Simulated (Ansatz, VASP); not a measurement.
# Te2Mo: VASP beside Ansatz

Aim: how closely do two programs agree when they are given the same cell, functional and k mesh? The cell is taken from a series of runs on this material, whose earlier steps may have relaxed, scaled, displaced or heated it; both programs get it as it stands.

Program: Ansatz 0.2.0. Level of theory: plane waves, with VASP 6.6.1 beside it; PBE0 form with 30 % exact exchange with an exact-exchange share of 0.3. Results are calculated unless marked as measured.

## 1. Set-up

The structure is hexagonal, space group P6_3/mmc (No. 194). The conventional cell has a = 3.518 Å, b = 3.518 Å, c = 13.974 Å, α = 90.00°, β = 90.00°, γ = 120.00°. Nearest to Te lie 3 Mo at 2.72 Å. Mo has 6 Te at 2.72 Å nearest. Farther neighbours and most contacts between anions are not listed.

Structure file:

```
Te Mo
1.0
     3.51820    0.00000    0.00000
    -1.75910    3.04685    0.00000
     0.00000    0.00000   13.97360
Te Mo
4 2
Cartesian
  0.0000 2.0312 8.6776
  1.7591 1.0156 1.6908
  0.0000 2.0312 12.2828
  1.7591 1.0156 5.2960
  0.0000 2.0312 3.4934
  1.7591 1.0156 10.4802
```

## 2. VASP: G0W0 gap, PBE0 form with 30 % exact exchange with an exact-exchange share of 0.3

Quasiparticle shifts depend on high empty states and on the cores, so they are the hardest test of two PAW sets.

Lines of VASP's logs that name or quote its potential files are left out, and so is its time.

The run reads the wave functions of an earlier VASP run, which isn't shown here.

The input, INCAR:

```
SYSTEM = Te2Mo
PREC = Accurate
ENCUT = 370
ISMEAR = 0
SIGMA = 0.01
LREAL = .FALSE.
LHFCALC = .TRUE.
AEXX = 0.3
GGA = PE
LASPH = .TRUE.
NBANDS = 656
PRECFOCK = Fast
ALGO = EVGW0
NELMGW = 1
ENCUTGW = 150
NOMEGA = 64
NBANDSGW = 48
LWAVE = .FALSE.
LCHARG = .FALSE.
```

The input, POSCAR:

```
Te2Mo
1.0
    3.5182000000      0.0000000000      0.0000000000
   -1.7591000000      3.0468505756      0.0000000000
    0.0000000000      0.0000000000     13.9736000000
Te Mo
4 2
Direct
    0.3333333333      0.6666666667      0.6210000000
    0.6666666667      0.3333333333      0.1210000000
    0.3333333333      0.6666666667      0.8790000000
    0.6666666667      0.3333333333      0.3790000000
    0.3333333333      0.6666666667      0.2500000000
    0.6666666667      0.3333333333      0.7500000000
```

The input, KPOINTS:

```
Automatic mesh
0
Gamma
6 6 2
0 0 0
```

Potentials, in the order of the species: Te_GW and Mo_sv_GW (PBE family, release 64).

Started as:

```bash
> mpirun -np 16 vasp_std
```

Numbers of over 12 decimals in the logs are rounded to 6 here.

Log:

```text
[banner, memory and clock lines left out]
running   16 mpi-ranks, on    1 nodes
 distrk:  each k-point on   16 cores,    1 groups
 distr:  one band on    1 cores,   16 groups

 POSCAR found type information on POSCAR TeMo
 POSCAR found :  2 types and       6 ions
|                                                                             |
|           W    W    AA    RRRRR   N    N  II  N    N   GGGG   !!!           |
|           W    W   A  A   R    R  NN   N  II  NN   N  G    G  !!!           |
|           W    W  A    A  R    R  N N  N  II  N N  N  G       !!!           |
|           W WW W  AAAAAA  RRRRR   N  N N  II  N  N N  G  GGG   !            |
|           WW  WW  A    A  R   R   N   NN  II  N   NN  G    G                |
|           W    W  A    A  R    R  N    N  II  N    N   GGGG   !!!           |
|                                                                             |
|     For optimal performance we recommend to set                             |
|       NCORE = 2 up to number-of-cores-per-socket                            |
|     NCORE specifies how many cores store one orbital (NPAR=cpu/NCORE).      |
|     This setting can greatly improve the performance of VASP for DFT.       |
|     The default, NCORE=1 might be grossly inefficient on modern             |
|     multi-core architectures or massively parallel machines. Do your        |
|     Unfortunately you need to use the default for GW and RPA                |
|     calculations (for HF NCORE is supported but not extensively tested      |
|     yet).                                                                   |
|                                                                             |

|                                                                             |
|           W    W    AA    RRRRR   N    N  II  N    N   GGGG   !!!           |
|           W    W   A  A   R    R  NN   N  II  NN   N  G    G  !!!           |
|           W    W  A    A  R    R  N N  N  II  N N  N  G       !!!           |
|           W WW W  AAAAAA  RRRRR   N  N N  II  N  N N  G  GGG   !            |
|           WW  WW  A    A  R   R   N   NN  II  N   NN  G    G                |
|           W    W  A    A  R    R  N    N  II  N    N   GGGG   !!!           |
|                                                                             |
|     The default for ENCUTGWSOFT is different in this version of VASP.       |
|     please manually set ENCUTGWSOFT =150 in the INCAR file.                 |
|                                                                             |

 LDA part: xc-table for (Slater+PW92), standard interpolation
 found WAVECAR, reading the header
 POSCAR, INCAR and KPOINTS ok, starting setup
 FFT: planning ... GRIDC
 FFT: planning ... GRID_SOFT
 FFT: planning ... GRID
 reading WAVECAR
 the WAVECAR file was read successfully
 initial charge from wavefunction
 available memory per node:     31.60 GB, setting MAXMEM to     32359

 The Fermi energy was updated, please check that it is located mid-gap
 values below the HOMO (VB) or above the LUMO (CB) will cause erroneous energies
 E-fermi :   8.3961

 calculate exact exchange contribution
 the WAVEDER file was read successfully
energies w=
    0.000    0.000    0.951    0.000    1.899    0.000    2.844    0.000
    3.783    0.000    4.714    0.000    5.635    0.000    6.547    0.000
    7.448    0.000    8.336    0.000    9.213    0.000   10.078    0.000
   10.931    0.000   11.774    0.000   12.605    0.000   13.427    0.000
   14.240    0.000   15.045    0.000   15.844    0.000   16.638    0.000
   17.428    0.000   18.217    0.000   19.005    0.000   19.794    0.000
   20.587    0.000   21.385    0.000   22.190    0.000   23.004    0.000
   23.829    0.000   24.669    0.000   25.525    0.000   26.401    0.000
   27.300    0.000   28.225    0.000   29.180    0.000   30.170    0.000
   31.199    0.000   32.272    0.000   33.396    0.000   34.577    0.000
   35.824    0.000   37.146    0.000   38.554    0.000   40.059    0.000
   41.676    0.000   43.423    0.000   45.322    0.000   47.395    0.000
   49.675    0.000   52.198    0.000   55.011    0.000   58.172    0.000
   61.756    0.000   65.857    0.000   70.602    0.000   76.161    0.000
   82.765    0.000   90.743    0.000  100.569    0.000  112.969    0.000
  129.091    0.000  150.885    0.000  181.936    0.000  229.644    0.000
 responsefunction array rank=     640
 LDA part: xc-table for (Slater+PW92), standard interpolation

 min. memory requirement per mpi rank    836.7 MB, per node  13386.4 MB

 allocating   4 responsefunctions rank=   640
 shmem allocating  64 responsefunctions rank=   640
 response function shared by NCSHMEM nodes    1
 Doing            4  frequencies on each core in blocks of           64
NQ=   1    0.0000    0.0000    0.0000,
|.........|.........|.........|.........|.........|.........|.........|.........
 performed       3240000 updates of chi_q(r,r)
 total number of BLAS operations      10584.93 Gflops
NQ=   2    0.1667    0.0000    0.0000,
|.........|.........|.........|.........|.........|.........|.........|.........
 performed       9377000 updates of chi_q(r,r)
 total number of BLAS operations      30444.98 Gflops
NQ=   3    0.3333    0.0000    0.0000,
|.........|.........|.........|.........|.........|.........|.........|.........
 performed      15514000 updates of chi_q(r,r)
 total number of BLAS operations      50055.99 Gflops
NQ=   4    0.5000    0.0000    0.0000,
|.........|.........|.........|.........|.........|.........|.........|.........
 performed      20013000 updates of chi_q(r,r)
 total number of BLAS operations      63451.31 Gflops
NQ=   5    0.1667    0.1667    0.0000,
|.........|.........|.........|.........|.........|.........|.........|.........
 performed      26150000 updates of chi_q(r,r)
 total number of BLAS operations      82630.31 Gflops
NQ=   6    0.3333    0.1667    0.0000,
|.........|.........|.........|.........|.........|.........|.........|.........
 performed      33042000 updates of chi_q(r,r)
 total number of BLAS operations     103623.00 Gflops
NQ=   7    0.3333    0.3333    0.0000,
|.........|.........|.........|.........|.........|.........|.........|.........
 performed      36912000 updates of chi_q(r,r)
 total number of BLAS operations     114993.05 Gflops
NQ=   8    0.0000    0.0000    0.5000,
|.........|.........|.........|.........|.........|.........|.........|.........
 performed      40152000 updates of chi_q(r,r)
 total number of BLAS operations     125611.14 Gflops
NQ=   9    0.1667    0.0000    0.5000,
|.........|.........|.........|.........|.........|.........|.........|.........
 performed      46289000 updates of chi_q(r,r)
 total number of BLAS operations     145471.18 Gflops
NQ=  10    0.3333    0.0000    0.5000,
|.........|.........|.........|.........|.........|.........|.........|.........
 performed      52426000 updates of chi_q(r,r)
 total number of BLAS operations     164958.27 Gflops
NQ=  11    0.5000    0.0000    0.5000,
|.........|.........|.........|.........|.........|.........|.........|.........
 performed      56925000 updates of chi_q(r,r)
 total number of BLAS operations     178265.89 Gflops
NQ=  12    0.1667    0.1667    0.5000,
|.........|.........|.........|.........|.........|.........|.........|.........
 performed      63062000 updates of chi_q(r,r)
 total number of BLAS operations     198125.93 Gflops
NQ=  13    0.3333    0.1667    0.5000,
|.........|.........|.........|.........|.........|.........|.........|.........
 performed      69954000 updates of chi_q(r,r)
 total number of BLAS operations     218914.97 Gflops
NQ=  14    0.3333    0.3333    0.5000,
|.........|.........|.........|.........|.........|.........|.........|.........
 performed      73824000 updates of chi_q(r,r)
 total number of BLAS operations     230060.99 Gflops
 resolving degeneracies of screened two electron integrals

 calculate QP shifts <psi_nk| G(iteration)W_0 |psi_nk>: iteration 1
 entering main loop
```

OUTCAR, selected parts (step 2):

```text
ion  position               nearest neighbor table
   1  0.333  0.667  0.621-   6 2.72   6 2.72   6 2.72   3 3.61
   2  0.667  0.333  0.121-   5 2.72   5 2.72   5 2.72   4 3.61
   3  0.333  0.667  0.879-   6 2.72   6 2.72   6 2.72   1 3.61
   4  0.667  0.333  0.379-   5 2.72   5 2.72   5 2.72   2 3.61
   5  0.333  0.667  0.250-   2 2.72   4 2.72   2 2.72   4 2.72   2 2.72   4 2.72
   6  0.667  0.333  0.750-   1 2.72   3 2.72   1 2.72   3 2.72   1 2.72   3 2.72

  LATTYP: Found a hexagonal cell.
 ALAT       =     3.5182000000
 C/A-ratio  =     3.9718037633

 Subroutine GETGRP returns: Found 24 space group operations
 (whereof 12 operations were pure point group operations)

The static configuration has the point symmetry D_3d.
 The point group associated with its full space group is D_6h.

 Found     14 irreducible k-points:

   k-points           NKPTS =     14   k-points in BZ     NKDIM =     72   number of bands    NBANDS=    656

   dimension x,y,z NGX =    24 NGY =   24 NGZ =   90
   dimension x,y,z NGXF=    48 NGYF=   48 NGZF=  180

   ENCUT  =  370.0 eV  27.19 Ry    5.21 a.u.   5.52  5.52 21.92*2*pi/ulx,y,z

   NELECT =      52.0000    total number of electrons

  energy-cutoff  :      370.00
  volume of cell :      149.79
      direct lattice vectors                 reciprocal lattice vectors
     3.518200000  0.000000000  0.000000000     0.284236257  0.164103880  0.000000000
    -1.759100000  3.046850576  0.000000000     0.000000000  0.328207759  0.000000000
     0.000000000  0.000000000 13.973600000     0.000000000  0.000000000  0.071563520

 k-points in reciprocal lattice and weights: Automatic mesh
   0.00000000  0.00000000  0.00000000       0.014
   0.16666667  0.00000000  0.00000000       0.083
   0.33333333  0.00000000  0.00000000       0.083
   0.50000000  0.00000000  0.00000000       0.042
   0.16666667  0.16666667  0.00000000       0.083
   0.33333333  0.16666667  0.00000000       0.167
   0.33333333  0.33333333  0.00000000       0.028
   0.00000000  0.00000000  0.50000000       0.014
   0.16666667  0.00000000  0.50000000       0.083
[...]
0.33333333  0.16666667  0.50000000       0.167
   0.33333333  0.33333333  0.50000000       0.028

 E-fermi :   8.3961

 QP shifts <psi_nk| G(iteration)W_0 |psi_nk>: iteration 1
 for sc-GW calculations column KS-energies equals QP-energies in previous step
 and V_xc(KS)=  KS-energies - (<T + V_ion + V_H > + <T+V_H+V_ion>^1  + <V_x>^1)
 k-point   1 :       0.0000    0.0000    0.0000
  band No.  KS-energies  QP-energies   sigma(KS)   V_xc(KS)     V^pw_x(r,r')   Z            occupation Imag(sigma)
    ...
     23       6.1292       6.6556     -15.6020     -16.2790     -16.4677       0.7774       2.0000       0.1372
     24       6.1292       6.6556     -15.6020     -16.2790     -16.4677       0.7774       2.0000       0.1372
     25       6.8512       7.0609     -11.9575     -12.2172     -12.9512       0.8073       2.0000       0.1299
     26       7.3382       7.7732     -15.2125     -15.7719     -15.5750       0.7774       2.0000       0.0997
     27      11.7675      11.3736     -12.4832     -11.9854      -8.5592       0.7912       0.0000      -0.2236
     28      11.7675      11.3736     -12.4832     -11.9854      -8.5592       0.7912       0.0000      -0.2236
     29      11.9173      11.5025     -12.3753     -11.8511      -8.3945       0.7913       0.0000      -0.2305
     30      11.9173      11.5025     -12.3753     -11.8511      -8.3945       0.7913       0.0000      -0.2305
    ...

 k-point   2 :       0.1667    0.0000    0.0000
  band No.  KS-energies  QP-energies   sigma(KS)   V_xc(KS)     V^pw_x(r,r')   Z            occupation Imag(sigma)
    ...
     23       5.8652       6.2293     -13.1514     -13.6108     -14.2631       0.7927       2.0000       0.1490
     24       6.1467       6.6918     -14.8317     -15.5395     -15.7308       0.7701       2.0000       0.1547
     25       6.8069       7.2737     -14.8623     -15.4645     -15.4870       0.7753       2.0000       0.1221
     26       6.9222       7.1390     -11.9645     -12.2326     -12.9156       0.8083       2.0000       0.1252
     27      10.5919      10.2398     -13.0539     -12.6051      -9.1856       0.7845       0.0000      -0.2131
     28      10.8876      10.6048     -13.4258     -13.0675      -9.5125       0.7892       0.0000      -0.2026
     29      10.9145      10.5398     -13.4711     -12.9905      -9.4683       0.7796       0.0000      -0.2350
     30      11.1609      10.8532     -13.5441     -13.1529      -9.5718       0.7867       0.0000      -0.2114
    ...

 k-point   3 :       0.3333    0.0000    0.0000
  band No.  KS-energies  QP-energies   sigma(KS)   V_xc(KS)     V^pw_x(r,r')   Z            occupation Imag(sigma)
    ...
     23       5.8012       6.3389     -14.2393     -14.9353     -15.2657       0.7726       2.0000       0.1699
     24       6.0486       6.5674     -14.3516     -15.0216     -15.2971       0.7744       2.0000       0.1563
     25       6.2105       6.6289     -13.6220     -14.1548     -14.6868       0.7852       2.0000       0.1517
     26       6.3814       6.8082     -13.9644     -14.5081     -14.9312       0.7851       2.0000       0.1435
     27       9.8412       9.5683     -14.4291     -14.0759     -10.5588       0.7725       0.0000      -0.2033
     28      10.2124       9.9341     -14.6579     -14.2981     -10.8370       0.7733       0.0000      -0.2077
     29      10.4763      10.1713     -14.6133     -14.2180     -10.7030       0.7716       0.0000      -0.2192
     30      10.5176      10.1893     -14.7604     -14.3331     -10.6316       0.7683       0.0000      -0.2378
    ...

 k-point   4 :       0.5000    0.0000    0.0000
  band No.  KS-energies  QP-energies   sigma(KS)   V_xc(KS)     V^pw_x(r,r')   Z            occupation Imag(sigma)
    ...
     23       6.0988       6.4867     -12.8502     -13.3415     -13.7870       0.7895       2.0000       0.1434
     24       6.1766       6.6343     -13.7871     -14.3725     -14.6801       0.7817       2.0000       0.1450
     25       6.5797       6.8772     -12.4433     -12.8150     -13.3849       0.8002       2.0000       0.1320
     26       6.8969       7.1959     -12.8170     -13.1905     -13.6402       0.8006       2.0000       0.1215
     27       9.9956       9.7935     -16.4647     -16.1981     -12.4370       0.7578       0.0000      -0.2184
     28      10.0726       9.8518     -16.2999     -16.0087     -12.2322       0.7582       0.0000      -0.2226
     29      10.2708       9.9821     -15.4373     -15.0588     -11.2161       0.7627       0.0000      -0.2403
     30      10.6707      10.3409     -16.1521     -15.7153     -11.6509       0.7550       0.0000      -0.2735
    ...

[... 4 further parts left out ...]
```

(Continued in part 2 of 2.)

[Lines on the potential files, build, host, timing and source positions are cut from VASP's logs without a mark.]

[Logs are printed without paths, hosts, clocks, repeated set-up lines and the standing remarks that a program may print on its own settings, such as how far it seeks lower states.]

[Hosts, paths, dates, database ids (printed as entryN), source tags and the programs' standing remarks are cut or masked in the printed files.]
